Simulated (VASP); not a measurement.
Calculation: PBE GGA, VASP's PBE PAW potentials (set 64) (plane waves; VASP).

The input files of a VASP run:

POSCAR:
```
Ta
1.0
 -1.6459033000   1.6459033000   1.6459033000
  1.6459033000  -1.6459033000   1.6459033000
  1.6459033000   1.6459033000  -1.6459033000
Ta
1
Cart
  0.0000000000   0.0000000000   0.0000000000
```

File KPOINTS:
```
Automatic mesh
0
G
 15 15 15
0 0 0
```

INCAR:
```
# general
SYSTEM  = Ta
PREC    = Accurate
ENCUT   = 500
LREAL   = .FALSE.
LASPH   = .TRUE.

# electronic loop
EDIFF   = 1E-6
NELM    = 100
ALGO    = Normal
LMAXMIX = 6

# smearing
ISMEAR  = 1
SIGMA   = 0.1

# functional
GGA     = PE

# ions
IBRION  = 2
NSW     = 40
ISIF    = 3
EDIFFG  = -0.02
PSTRESS = 50

# output
LWAVE   = .FALSE.
LCHARG  = .FALSE.
```

POTCAR, in this order: Ta_pv (PBE.64 set). Program: vasp_std.

The run wrote:

**OSZICAR**
```
       N       E                     dE             d eps       ncg     rms          rms(c)
DAV:   1     0.439633985524E+02    0.43963E+02   -0.64314E+03  2168   0.113E+03
DAV:   2    -0.115465689929E+02   -0.55510E+02   -0.54728E+02  2725   0.240E+02
DAV:   3    -0.122524891014E+02   -0.70592E+00   -0.69597E+00  2532   0.264E+01
DAV:   4    -0.122572111649E+02   -0.47221E-02   -0.47188E-02  2434   0.174E+00
DAV:   5    -0.122572382531E+02   -0.27088E-04   -0.27088E-04  2382   0.118E-01    0.138E+01
DAV:   6    -0.119106840766E+02    0.34655E+00   -0.38485E-01  2248   0.762E+00    0.676E+00
DAV:   7    -0.118058655165E+02    0.10482E+00   -0.32174E-01  2261   0.660E+00    0.401E-01
DAV:   8    -0.118046448625E+02    0.12207E-02   -0.42266E-03  2306   0.854E-01    0.124E-01
DAV:   9    -0.118046122584E+02    0.32604E-04   -0.15873E-04  2291   0.162E-01    0.324E-02
DAV:  10    -0.118046069463E+02    0.53121E-05   -0.48510E-06  2410   0.316E-02    0.493E-03
DAV:  11    -0.118046069501E+02   -0.37965E-08   -0.20215E-07  1144   0.642E-03
   1 F= -.11248021E+02 E0= -.11248052E+02  d E =-.112480E+02
```

OUTCAR:
```
------------------------ aborting loop because EDIFF is reached ----------------------------------------
  FORCE on cell =-STRESS in cart. coord.  units (eV):
  Direction    XX          YY          ZZ          XY          YZ          ZX
  --------------------------------------------------------------------------------------
  Total        0.5398893      0.5398893      0.5398893     -0.0000000     -0.0000000      0.0000000
  in kB       48.5000704     48.5000704     48.5000704     -0.0000000     -0.0000000      0.0000000
  external PRESSURE =      -1.4999296 kB  Pullay stress =      50.0000000 kB
  volume of cell :       17.83
      direct lattice vectors                 reciprocal lattice vectors
    -1.645903300  1.645903300  1.645903300     0.000000000  0.303784554  0.303784554
     1.645903300 -1.645903300  1.645903300     0.303784554  0.000000000  0.303784554
     1.645903300  1.645903300 -1.645903300     0.303784554  0.303784554  0.000000000
 POSITION                                       TOTAL-FORCE (eV/Angst)
 -----------------------------------------------------------------------------------
      0.00000      0.00000      0.00000         0.000000     -0.000000      0.000000
 -----------------------------------------------------------------------------------
    total drift:                               -0.000000      0.000000      0.000000
  FREE ENERGIE OF THE ION-ELECTRON SYSTEM (eV)
  ---------------------------------------------------
  free  energy   TOTEN  =       -11.8046069501 eV

  energy  without entropy=      -11.8047001011  energy(sigma->0) =      -11.80463800
  enthalpy is  TOTEN    =       -11.2480208437 eV   P V=        0.5565861064

 reached required accuracy - stopping structural energy minimisation
```
(Selected blocks of OUTCAR.)

### OUTCAR
```
 val. band max:        5.5308232707   @ k =  -0.2000   0.2000   0.0667

 cond. band min:       5.5769654260   @ k =   0.3333   0.0000   0.0000


 Fermi energy:         5.5604410417

 k-point     1 :       0.0000    0.0000    0.0000
  band No.  band energies     occupation
      1     -27.4611      2.00000
      2     -27.4611      2.00000
      3     -27.4611      2.00000
      4      -2.3880      2.00000
      5       6.3038     -0.00000
      6       6.3038     -0.00000
      7       6.3038     -0.00000
      8       9.6117      0.00000
      9       9.6117      0.00000

 k-point     2 :       0.0667    0.0000    0.0000
  band No.  band energies     occupation
      1     -27.5183      2.00000
      2     -27.4786      2.00000
      3     -27.4614      2.00000
      4      -2.1868      2.00000
      5       6.1726     -0.00000
      6       6.2648     -0.00000
      7       6.5010     -0.00000
      8       9.4005      0.00000
      9       9.6119      0.00000

 k-point     3 :       0.1333    0.0000    0.0000
  band No.  band energies     occupation
      1     -27.6773      2.00000
      2     -27.5278      2.00000
      3     -27.4623      2.00000
      4      -1.6143      2.00000
      5       5.8240     -0.00124
      6       6.0877     -0.00000
      7       7.0839     -0.00000
      8       9.0297      0.00000
      9       9.6284      0.00000

 k-point     4 :       0.2000    0.0000    0.0000
  band No.  band energies     occupation
      1     -27.9048      2.00000
      2     -27.5995      2.00000
      3     -27.4637      2.00000
      4      -0.7705      2.00000
      5       5.3599      2.01572
      6       5.7290     -0.03835
      7       8.0255      0.00000
      8       8.9057      0.00000
      9       9.6964      0.00000

 k-point     5 :       0.2667    0.0000    0.0000
  band No.  band energies     occupation
      1     -28.1569      2.00000
      2     -27.6807      2.00000
      3     -27.4654      2.00000
...
```

Unless said otherwise, spin-orbit coupling is left out, though it shifts the bands of the heavy elements here.

The compound is Ta in the bcc structure. It was relaxed first under an external pressure of 5 GPa.
